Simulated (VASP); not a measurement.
Data:

```xyz
5
Lattice="4.1636 0.0000 0.0000 0.0000 4.1636 0.0000 0.0000 0.0000 4.1636" Properties=species:S:1:pos:R:3 pbc="T T T"
Ba     0.0000     0.0000     0.0000
Zr     2.0818     2.0818     2.0818
O      2.0818     0.0000     2.0818
O      0.0000     2.0818     2.0818
O      2.0818     2.0818     0.0000
```

Calculation: MS2 meta-GGA, VASP's PBE PAW potentials (set 64) (plane waves; VASP). Run with 520 eV cut-off, 5×5×5 Γ-centred mesh, Gaussian smearing of 0.050 eV, potentials Ba_sv Zr_sv O.

Question: Give the stress tensor in GPa (positive for a compressed cell).

Answer: 
```
5.26  0.00  0.00
0.00  5.26  0.00
0.00  0.00  5.26
```
The pressure is its mean diagonal, 5.26 GPa.

The compound is BaZrO3 in the cubic perovskite structure. This cell is one point of a volume scan, at 0.97 of the reference volume.
